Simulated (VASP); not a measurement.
# Valence-band splitting and top-band hole masses of BAs (F-43m) under biaxial (111) strain, r2SCAN with spin-orbit coupling on LDA cells

In a p-channel device, the current depends on how easily holes move in the plane of the film, and strain is a common way to change this. Boron arsenide is of interest because it conducts heat very well and has mobile carriers of both signs. The question is how strain in the (111) plane splits its top valence bands, and what happens to the mass of the uppermost one. The levels are computed with r2SCAN and spin-orbit coupling on cells relaxed with LDA. They are given as depths below the highest valence level at the zone centre, and strain is counted from the relaxed LDA cell, with tension positive.

## Method

The start is a typed prototype cell. The crystal was relaxed with LDA. Equal strain is imposed in the (111) plane; the strain along the normal is adjusted until the normal stress vanishes, and the atoms are relaxed with LDA. VASP 6.6.1, plane waves with PAW, cutoff 480 eV, no spin polarisation. Band edges are single points at r2SCAN with spin-orbit coupling on these cells, k mesh 9×9×9, read on short lines of k points at the zone centre and through the valleys; energies are counted from the valence-band top at the zone centre. Each level is the mean of a Kramers pair; masses are fitted within 0.05 1/Å of the zone centre and are rough where two bands nearly touch. All levels use the PAW data sets made with LDA.

Notes on method and selection:

- Runs that did not converge, have known faults or may not be shown are not listed, and runs on Ansatz's PAW sets soft_1 and soft_2 are kept to separate tables.

Columns:

- strain (%): strain in the plane (tension positive).
- second level (eV): second valence level below the top at Γ.
- third level (eV): third valence level below the top at Γ.
- mass, normal (mₑ): mass of the top hole band along the normal.
- mass, plane (mₑ): mass of the top hole band in the plane.

## Numbers

| member | sign of the strain | strain (%) | second level (eV) | third level (eV) | mass, normal (mₑ) | mass, plane (mₑ) |
| --- | --- | --- | --- | --- | --- | --- |
| −2 % | compression | −2.0 | 0.1013 | 0.388 | 0.536 | 0.172 |
| −1.5 % | compression | −1.5 | 0.0866 | 0.322 | 0.539 | 0.172 |
| −1 % | compression | −1.0 | 0.0653 | 0.273 | 0.528 | 0.170 |
| −0.5 % | compression | −0.5 | 0.0359 | 0.238 | 0.531 | 0.170 |
| 0 % | compression | 0.0 | 0.0000 | 0.215 | 0.523 | 0.443 |
| 0 % | tension | 0.0 | 0.0000 | 0.215 | 0.523 | 0.443 |
| +0.5 % | tension | 0.5 | 0.0389 | 0.239 | 0.111 | 0.352 |
| +1 % | tension | 1.0 | ? | ? | ? | ? |
| +1.5 % | tension | 1.5 | 0.1146 | 0.299 | 0.124 | 0.372 |
| +2 % | tension | 2.0 | 0.1487 | 0.329 | 0.125 | 0.369 |

Cells marked ? are withheld until the estimate has been made.

Least-squares fits to the members shown, with x = strain (%); R² and errors in the fitted variable (y, or ln y where the fit is in ln y):

| y | sign of the strain | members | fit | R² | rms residual | leave-one-out rms | the same for the mean of the others |
| --- | --- | --- | --- | --- | --- | --- | --- |
| third level (eV) | compression | 5 | y = 0.2012 − 0.08600 x | 0.96 | 0.012 | 0.025 | 0.077 |
| third level (eV) | tension | 4 | y = 0.2129 + 0.05760 x | 1.00 | 0.0018 | 0.0039 | 0.061 |
| second level (eV) | compression | 5 | y = 0.007160 − 0.05066 x | 0.97 | 0.0060 | 0.012 | 0.045 |
| second level (eV) | tension | 4 | y = 9.300×10⁻⁴ + 0.07462 x | 1.00 | 0.0013 | 0.0029 | 0.079 |

## Mechanism

Without strain the two upper levels coincide, and the third lies 0.215 eV lower through spin-orbit coupling. Strain of either sign separates the upper pair, by 0.1013 eV at −2 % and 0.1487 eV at +2 %.

The masses show that the order of the bands reverses. At −1.5 % the top band has a mass of 0.539 mₑ along the normal and 0.172 mₑ in the plane; at +1.5 % the values are 0.124 and 0.372 mₑ. The in-plane mass is thus 0.372 / 0.172 = 2.2 times larger under tension, so compression favours light in-plane holes.

A bonding argument fits this order. In-plane compression tilts the inclined bonds towards the normal, which should stabilise the p orbital along the normal and leave the in-plane p orbitals on top. These overlap only weakly along the normal, hence the heavy mass there. Tension raises the normal p orbital, which disperses strongly along its own axis.

Spin-orbit coupling makes the splitting uneven. Let $D$ be the strain splitting of the p levels without it, and $\Delta$ = 0.215 eV. Under compression the two depths should add up to $\Delta + D$ and have the product $\tfrac{2}{3}\Delta D$. At −2 %, $D$ = 0.1013 + 0.388 − 0.215 = 0.2743 eV; the predicted product is 2/3 × 0.215 × 0.2743 = 0.0393 eV², and the levels give 0.1013 × 0.388 = 0.0393 eV². The second level is repelled upwards by the third, so its distance from the top grows ever more slowly. Under tension the repelled level is itself the top one, so the upper splitting grows faster than $D$; but $D$ grows less than in proportion to strain, and the two effects nearly cancel, leaving the splitting almost proportional to strain.

Under the larger tensions the true band maximum lies slightly off the zone centre, so the masses there describe the band near its edge only approximately.

## A prediction

Plain estimates from the members shown:

- +1 % (tension), fit at x = 1.0: 0.271 eV
- +1 % (tension), straight-line interpolation between +0.5 % and +1.5 %: w = (1.0 − 0.5) / (1.5 − 0.5) = 0.500, so 0.239 + 0.500 × (0.299 − 0.239) = 0.269 eV

The straight line between the two neighbours of +1 %, 0.269 eV, is the better start, because the fit over all tensions ignores the curvature near zero strain. The same p-level model supplies that curvature. Under tension the third level lies at $t = \sqrt{\Delta^2 + D^2 + \tfrac{2}{3}\Delta D}$, with $D = \Delta + 2s - t$ taken as a positive size and $s$ the depth of the second level.

The neighbours give $D$ = 0.215 + 2 × 0.0389 − 0.239 = 0.0538 eV at +0.5 % and 0.215 + 2 × 0.1146 − 0.299 = 0.1452 eV at +1.5 %. Per percent this is 0.0538 / 0.5 = 0.1076 and 0.1452 / 1.5 = 0.0968 eV, and the mean, (0.1076 + 0.0968) / 2 = 0.1022, is used at +1 %. The formula then gives (0.215² + 0.1022² + 2/3 × 0.215 × 0.1022)^0.5 = 0.2671 eV. At the neighbours it gives (0.215² + 0.0538² + 2/3 × 0.215 × 0.0538)^0.5 = 0.2384 eV and (0.215² + 0.1452² + 2/3 × 0.215 × 0.1452)^0.5 = 0.2969 eV, with a mean of (0.2384 + 0.2969) / 2 = 0.2677 eV. The curve sags by 0.0006 eV, so the estimate is 0.269 − 0.0006 = 0.268 eV.

As a trial, +0.5 % is predicted from 0, +1.5 and +2 %. The straight line from 0 to +1.5 % gives 0.215 + (0.299 − 0.215) / 3 = 0.243 eV. For the sag, the splitting per percent is extrapolated linearly from +1.5 and +2 %: the latter has (0.215 + 2 × 0.1487 − 0.329) / 2 = 0.0917 eV, so +0.5 % gets 0.0968 + 2 × (0.0968 − 0.0917) = 0.107 eV. The model sag is then 0.004 eV, and the result of 0.243 − 0.004 = 0.239 eV agrees with the table. The error bar of 0.001 eV covers the rounding of the levels and a small unevenness between separately relaxed cells.

**Committed estimate, +1 % (tension): third level = 0.268 ± 0.001 eV.**

## Check

| member | sign of the strain | strain (%) | second level (eV) | third level (eV) | mass, normal (mₑ) | mass, plane (mₑ) |
| --- | --- | --- | --- | --- | --- | --- |
| +1 % | tension | 1.0 | 0.0777 | 0.268 | 0.124 | 0.366 |

| member | estimate | third level (eV) | computed | estimate − computed | miss in error bars |
| --- | --- | --- | --- | --- | --- |
| +1 % (tension) | committed | 0.268 | 0.268 | 0.000 | 0.0 |
| +1 % (tension) | fit | 0.271 | 0.268 | +0.003 |  |
| +1 % (tension) | interpolation | 0.269 | 0.268 | +0.001 |  |

The estimate of 0.268 eV agrees with the computed level to the last printed digit and so lies inside its error bar. The fit over all tensions was 0.003 eV too high. Straight interpolation was only 0.001 eV too high, which is too close to the rounding to confirm the small curvature correction.

The second level gives a better check. Together with the third it yields a strain splitting of the p levels of 2 × 0.0777 + 0.215 − 0.268 = 0.1024 eV, where 0.1022 eV had been assumed. The masses of 0.124 mₑ along the normal and 0.366 mₑ in the plane also belong to the band order of the other tensions.

The model with a fixed spin-orbit splitting is less exact at larger tension. At +2 % the two levels give a strain splitting of 2 × 0.1487 + 0.215 − 0.329 = 0.1834 eV, from which the formula puts the third level at (0.215² + 0.1834² + 2/3 × 0.215 × 0.1834)^0.5 = 0.326 eV, against 0.329 eV computed. The estimate was little affected, because the model supplied only the curvature between two computed neighbours.

## Members off the line

Least-squares fits to the whole series, with x = strain (%); R² and errors in the fitted variable (y, or ln y where the fit is in ln y):

| y | sign of the strain | members | fit | R² | rms residual | leave-one-out rms | the same for the mean of the others |
| --- | --- | --- | --- | --- | --- | --- | --- |
| third level (eV) | compression | 5 | y = 0.2012 − 0.08600 x | 0.96 | 0.012 | 0.025 | 0.077 |
| third level (eV) | tension | 5 | y = 0.2124 + 0.05760 x | 1.00 | 0.0019 | 0.0038 | 0.051 |
| second level (eV) | compression | 5 | y = 0.007160 − 0.05066 x | 0.97 | 0.0060 | 0.012 | 0.045 |
| second level (eV) | tension | 5 | y = 0.001360 + 0.07462 x | 1.00 | 0.0014 | 0.0029 | 0.066 |

Largest departures from the fit to the whole series:

| member | sign of the strain | third level (eV) | fit | computed − fit | in rms residuals |
| --- | --- | --- | --- | --- | --- |
| 0 % | tension | 0.215 | 0.212 | +0.003 | 1.4 |
| −2 % | compression | 0.388 | 0.373 | +0.015 | 1.2 |
| −1 % | compression | 0.273 | 0.287 | −0.014 | 1.2 |
| +0.5 % | tension | 0.239 | 0.241 | −0.002 | 1.2 |

No single strain stands out; the departures show that the curves are bent. Under compression the third level is 0.015 eV deeper than the fit at −2 % and 0.014 eV shallower at −1 %. Successive half-percent steps from zero deepen it by 0.023, 0.035, 0.049 and 0.066 eV. Spin-orbit mixing explains the sign: at small strain the third level takes up only about a third of any increase in the p-level splitting, and this share grows with strain. The p-level splitting per percent also grows, from (0.0359 + 0.238 − 0.215) / 0.5 = 0.118 eV at −0.5 % to 0.2743 / 2 = 0.137 eV at −2 %, which adds to the bend.

Under tension the departures of +0.003 eV at zero strain and −0.002 eV at +0.5 % have the same origin. They are smaller because the p-level splitting per percent falls with tension, from 0.0538 / 0.5 = 0.108 eV at +0.5 % to 0.1834 / 2 = 0.092 eV at +2 %, and this offsets much of the bend.

## Rules of thumb and their limits

Between −2 and +2 %, strain of either sign splits the upper pair. From 0.5 % on, the top band is light in the plane under compression and heavier there under tension.

Interpolation between tensions 1 % apart gave the third level at +1 % to 0.001 eV. Under compression the same spacing gives (0.238 + 0.322) / 2 = 0.280 eV at −1 %, which is 0.007 eV too deep, so the curvature has to be included.

For a p-channel, 1 % compression gives an in-plane mass of 0.170 mₑ and a splitting of 0.0653 eV. With a thermal energy of roughly 0.026 eV at room temperature this is 0.0653 / 0.026 = 2.5 thermal energies, a Boltzmann factor of about 0.08 for the second band before its density of states is counted.

r2SCAN usually makes band gaps too small, but this error mainly shifts the conduction band relative to the valence band and should largely cancel in splittings within the valence band.
